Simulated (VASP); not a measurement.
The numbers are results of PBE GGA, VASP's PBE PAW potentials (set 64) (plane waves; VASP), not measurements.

VASP input:

KPOINTS:
```
kpoints
0
gamma
 7 7 7
0 0 0
```

INCAR:
```
LMAXMIX=4
ISIF=2   # forces and stress, cell fixed
SIGMA=0.05   # width (eV)
NELM=100
PREC=Accurate
GGA=PE   # PBE
LREAL=.False.
LCHARG=.False.
ENCUT=350   # plane-wave cut-off (eV)
ISMEAR=0   # Gaussian
EDIFF=1E-6   # SCF stop (eV)
LWAVE=.False.
SYSTEM=SnTe
LASPH=.True.   # aspherical one-centre terms
ALGO=Normal   # blocked Davidson
```

POSCAR:
```
SnTe
1
    0.0000000000     3.1600000000     3.1600000000
    3.1600000000     0.0000000000     3.1600000000
    3.1600000000     3.1600000000     0.0000000000
Sn Te
1 1
Direct
  0.0000000000   0.0000000000   0.0000000000
  0.5000000000   0.5000000000   0.5000000000
```

POTCAR, in this order: Sn_d Te (PBE.64 set). Program: vasp_std.

What VASP printed:

File OUTCAR:
```
 ion  position               nearest neighbor table
   1  0.000  0.000  0.000-   2 3.16   2 3.16   2 3.16   2 3.16   2 3.16   2 3.16
   2  0.500  0.500  0.500-   1 3.16   1 3.16   1 3.16   1 3.16   1 3.16   1 3.16
  LATTYP: Found a face centered cubic cell.
 ALAT       =     6.3200000000
 Subroutine PRICEL returns:
 Original cell was already a primitive cell.
 Subroutine GETGRP returns: Found 48 space group operations
The static configuration has the point symmetry O_h .
The dynamic configuration has the point symmetry O_h .
 Subroutine INISYM returns: Found 48 space group operations
 Subroutine IBZKPT returns following result:
 Found     20 irreducible k-points:

 Following reciprocal coordinates:
            Coordinates               Weight
  0.000000  0.000000  0.000000      1.000000
  0.142857  0.000000  0.000000      8.000000
  0.285714  0.000000  0.000000      8.000000
  0.428571  0.000000  0.000000      8.000000
  0.142857  0.142857  0.000000      6.000000
  0.285714  0.142857  0.000000     24.000000
  0.428571  0.142857  0.000000     24.000000
 -0.428571  0.142857  0.000000     24.000000
 -0.285714  0.142857  0.000000     24.000000
 -0.142857  0.142857  0.000000     12.000000
  0.285714  0.285714  0.000000      6.000000
  0.428571  0.285714  0.000000     24.000000
 -0.428571  0.285714  0.000000     24.000000
 -0.285714  0.285714  0.000000     12.000000
  0.428571  0.428571  0.000000      6.000000
 -0.428571  0.428571  0.000000     12.000000
  0.428571  0.285714  0.142857     24.000000
 -0.428571  0.285714  0.142857     48.000000
 -0.428571  0.428571  0.142857     24.000000
 -0.285714  0.428571  0.142857     24.000000
   k-points           NKPTS =     20   k-points in BZ     NKDIM =     20   number of bands    NBANDS=     14
   number of dos      NEDOS =    301   number of ions     NIONS =      2
   total plane-waves  NPLWV =  21952
   dimension x,y,z NGX =    28 NGY =   28 NGZ =   28
...
```

**OSZICAR**
```
       N       E                     dE             d eps       ncg     rms          rms(c)
DAV:   1     0.108230897064E+03    0.10823E+03   -0.78983E+03   566   0.127E+03
DAV:   2     0.107588105776E+01   -0.10716E+03   -0.10478E+03   626   0.309E+02
DAV:   3    -0.738833527570E+01   -0.84642E+01   -0.84485E+01   722   0.895E+01
DAV:   4    -0.759583945287E+01   -0.20750E+00   -0.20748E+00   618   0.153E+01
DAV:   5    -0.760377906478E+01   -0.79396E-02   -0.79396E-02   832   0.269E+00    0.466E+00
DAV:   6    -0.755087283573E+01    0.52906E-01   -0.13430E-01   690   0.276E+00    0.292E+00
DAV:   7    -0.755216639598E+01   -0.12936E-02   -0.52013E-02   670   0.129E+00    0.805E-01
DAV:   8    -0.755240778354E+01   -0.24139E-03   -0.73006E-03   656   0.793E-01    0.175E-01
DAV:   9    -0.755250997145E+01   -0.10219E-03   -0.54624E-04   696   0.262E-01    0.383E-02
DAV:  10    -0.755251850684E+01   -0.85354E-05   -0.79905E-05   622   0.858E-02    0.156E-02
DAV:  11    -0.755252453723E+01   -0.60304E-05   -0.41246E-05   638   0.573E-02    0.237E-02
DAV:  12    -0.755252370127E+01    0.83596E-06   -0.36759E-06   662   0.152E-02
   1 F= -.75525237E+01 E0= -.75525237E+01  d E =-.323179E-14
```

### OUTCAR
```
------------------------ aborting loop because EDIFF is reached ----------------------------------------
  FORCE on cell =-STRESS in cart. coord.  units (eV):
  Direction    XX          YY          ZZ          XY          YZ          ZX
  --------------------------------------------------------------------------------------
  Total        0.6152277      0.6152277      0.6152277      0.0000000      0.0000000     -0.0000000
  in kB       15.6190729     15.6190729     15.6190729      0.0000000      0.0000000     -0.0000000
  external PRESSURE =      15.6190729 kB  Pullay stress =       0.0000000 kB
  volume of cell :       63.11
      direct lattice vectors                 reciprocal lattice vectors
     0.000000000  3.160000000  3.160000000    -0.158227848  0.158227848  0.158227848
     3.160000000  0.000000000  3.160000000     0.158227848 -0.158227848  0.158227848
     3.160000000  3.160000000  0.000000000     0.158227848  0.158227848 -0.158227848
 POSITION                                       TOTAL-FORCE (eV/Angst)
 -----------------------------------------------------------------------------------
      0.00000      0.00000      0.00000        -0.000000      0.000000      0.000000
      3.16000      3.16000      3.16000         0.000000     -0.000000     -0.000000
 -----------------------------------------------------------------------------------
    total drift:                               -0.000000      0.000000      0.000000
  FREE ENERGIE OF THE ION-ELECTRON SYSTEM (eV)
  ---------------------------------------------------
  free  energy   TOTEN  =        -7.5525237013 eV

  energy  without entropy=       -7.5525237013  energy(sigma->0) =       -7.55252370
```
(Selected blocks of OUTCAR.)

The compound is SnTe in the rock salt structure, which distorts at low temperature. The cell was not relaxed at this level. The run is one of a series of settings (ENCUT = 350 against the base run), some of them coarse on purpose.
